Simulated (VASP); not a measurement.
The system is BeP.

```
Be P
1.0
     0.00000    3.24725    0.00000
     3.24725    0.00000    0.00000
     1.62362    1.62362   -2.52719
Be P
1 1
Direct
  0.00000 0.00000 0.00000
  0.42800 0.42800 0.14400
```

The cell was built by a generator and needn't be a form met in nature.

Base run:

```yaml
Program: VASP 6.6.1
Functional: revPBE
Potentials_or_basis: VASP PAW PBE potentials, release 64 (Be, P)
Cutoff: 520 eV
k_mesh: 7 × 7 × 7
Occupations: fermi-dirac, width 0.1 eV
Spin: no spin polarisation
```

Its results: band gap on the k mesh none (metal or under the smearing width); pressure -2.7 GPa; largest force 0.177 eV/Å.

Task: The run is repeated on the same cell with these changes: functional from revPBE to r2SCAN; k mesh from 7 × 7 × 7 to 10 × 10 × 10. What comes out?

Result: Band gap on the k mesh none (metal or under the smearing width); pressure -3.6 GPa; largest force 0.114 eV/Å.

Several settings changed at once, so the effect can't be laid on one alone.

Caveats: the PAW data sets were made with another functional, which shifts forces and pressure a little.

Not every run made on this cell is shown here.
